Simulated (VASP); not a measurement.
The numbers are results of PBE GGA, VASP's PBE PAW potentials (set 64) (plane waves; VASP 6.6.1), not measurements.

A VASP calculation is set up with these files.

KPOINTS:
```
Automatic mesh
0
Gamma
11 11 11
0 0 0
```

### INCAR
```
LREAL  =  F   # projection in real space or not
SIGMA  =  0.1   # width (eV)
ENCUT  =  520
LWAVE  =  F
PREC  =  Accurate
ALGO  =  Normal   # blocked Davidson
LCHARG  =  F
EDIFF  =  1E-6   # SCF stop (eV)
NELM  =  100   # most electronic steps
LASPH  =  T
ISMEAR  =  1   # Methfessel-Paxton
SYSTEM  =  TiCo
GGA  =  PE   # PBE
LMAXMIX  =  4
ISIF  =  2   # forces and stress, cell fixed
```

**POSCAR**
```
TiCo
1
    3.0114220000     0.0000000000     0.0000000000
    0.0000000000     3.0177400000     0.0000000000
    0.0000000000     0.0000000000     3.0244450000
Ti Co
1 1
Direct
  0.0000000000   0.0000000000   0.0000000000
  0.5309000000   0.5000000000   0.5000000000
```

POTCAR, in this order: Ti_sv Co (PBE.64 set). Program: vasp_std.

Output

OSZICAR:
```
       N       E                     dE             d eps       ncg     rms          rms(c)
DAV:   1     0.151705568461E+03    0.15171E+03   -0.10535E+04  6048   0.188E+03
DAV:   2    -0.859133962020E+01   -0.16030E+03   -0.15768E+03  6156   0.409E+02
DAV:   3    -0.177332894430E+02   -0.91419E+01   -0.90723E+01  9896   0.107E+02
DAV:   4    -0.179930997771E+02   -0.25981E+00   -0.25898E+00  7260   0.149E+01
DAV:   5    -0.180028878059E+02   -0.97880E-02   -0.97877E-02  8978   0.274E+00    0.125E+01
DAV:   6    -0.158387629549E+02    0.21641E+01   -0.12880E+01  8204   0.539E+01    0.525E+00
DAV:   7    -0.192107749349E+02   -0.33720E+01   -0.31030E+01 10716   0.493E+01    0.266E+01
DAV:   8    -0.155701624950E+02    0.36406E+01   -0.21171E+01  9494   0.421E+01    0.176E+00
DAV:   9    -0.156078119398E+02   -0.37649E-01   -0.28897E-01  7340   0.505E+00    0.187E+00
DAV:  10    -0.155942948741E+02    0.13517E-01   -0.79259E-02  9314   0.351E+00    0.585E-01
DAV:  11    -0.155920786632E+02    0.22162E-02   -0.58354E-03  8054   0.838E-01    0.388E-01
DAV:  12    -0.155909172329E+02    0.11614E-02   -0.42551E-03  8760   0.591E-01    0.914E-02
DAV:  13    -0.155908310675E+02    0.86165E-04   -0.30161E-04  7832   0.158E-01    0.424E-02
DAV:  14    -0.155908213199E+02    0.97476E-05   -0.61464E-05  9798   0.715E-02    0.800E-03
DAV:  15    -0.155908203984E+02    0.92149E-06   -0.10510E-05  7594   0.388E-02    0.207E-03
DAV:  16    -0.155908205200E+02   -0.12158E-06   -0.45671E-07  3534   0.946E-03
   1 F= -.15590821E+02 E0= -.15590963E+02  d E =0.426655E-03
```

OUTCAR:
```
------------------------ aborting loop because EDIFF is reached ----------------------------------------
  FORCE on cell =-STRESS in cart. coord.  units (eV):
  Direction    XX          YY          ZZ          XY          YZ          ZX
  --------------------------------------------------------------------------------------
  Total       -1.2950799     -1.2353196     -1.2458629      0.0000000      0.0000000      0.0000000
  in kB      -75.4932304    -72.0096650    -72.6242551      0.0000000      0.0000000      0.0000000
  external PRESSURE =     -73.3757168 kB  Pullay stress =       0.0000000 kB
  volume of cell :       27.49
      direct lattice vectors                 reciprocal lattice vectors
     3.011422000  0.000000000  0.000000000     0.332069036  0.000000000  0.000000000
     0.000000000  3.017740000  0.000000000     0.000000000  0.331373810  0.000000000
     0.000000000  0.000000000  3.024445000     0.000000000  0.000000000  0.330639175
 POSITION                                       TOTAL-FORCE (eV/Angst)
 -----------------------------------------------------------------------------------
      0.00000      0.00000      0.00000         0.323149      0.000000      0.000000
      1.59876      1.50887      1.51222        -0.323149      0.000000      0.000000
 -----------------------------------------------------------------------------------
    total drift:                                0.000027     -0.000000      0.000000
  FREE ENERGIE OF THE ION-ELECTRON SYSTEM (eV)
  ---------------------------------------------------
  free  energy   TOTEN  =       -15.5908205200 eV

  energy  without entropy=      -15.5912471749  energy(sigma->0) =      -15.59096274
```
(Selected blocks of OUTCAR.)

**OUTCAR**
```
 val. band max:        9.4643355140   @ k =   0.3636   0.4545   0.0909

 cond. band min:       9.4649053586   @ k =   0.0909   0.0909   0.3636


 Fermi energy:         9.4645527009

 k-point     1 :       0.0000    0.0000    0.0000
  band No.  band energies     occupation
      1     -47.7803      2.00000
      2     -23.8805      2.00000
      3     -23.8800      2.00000
      4     -23.8780      2.00000
      5       1.9756      2.00000
      6       5.9107      2.00000
      7       5.9496      2.00000
      8       8.0892      2.00000
      9       8.1257      2.00000
     10       8.1344      2.00000
     11      10.1803     -0.00000
     12      10.2673     -0.00000
     13      12.0559      0.00000
     14      12.0573      0.00000

 k-point     2 :       0.0909    0.0000    0.0000
  band No.  band energies     occupation
      1     -47.7780      2.00000
      2     -23.9024      2.00000
      3     -23.8783      2.00000
      4     -23.8764      2.00000
      5       2.1353      2.00000
      6       5.9810      2.00000
      7       6.0183      2.00000
      8       8.1137      2.00000
      9       8.1174      2.00000
     10       8.1223      2.00000
     11      10.1872     -0.00000
     12      10.2142     -0.00000
     13      11.8457      0.00000
     14      11.8498      0.00000

 k-point     3 :       0.1818    0.0000    0.0000
  band No.  band energies     occupation
      1     -47.7721      2.00000
      2     -23.9607      2.00000
      3     -23.8740      2.00000
      4     -23.8721      2.00000
      5       2.6014      2.00000
      6       6.1853      2.00000
      7       6.1926      2.00000
      8       8.0845      2.00000
      9       8.0929      2.00000
     10       8.1956      2.00000
     11       9.9625     -0.00000
     12      10.2765     -0.00000
     13      11.3536     -0.00000
     14      11.3628     -0.00000

 k-point     4 :       0.2727    0.0000    0.0000
  band No.  band energies     occupation
...
```

The compound is TiCo in the CsCl type structure. The cell was not relaxed at this level, atoms are displaced from their ideal sites. The run is one of a series of settings (ENCUT = 520 against the base run), some of them coarse on purpose. The run is not spin-polarised, so no magnetic state was tried. The electron count is odd and the run is not spin-polarised, which forces a metal.
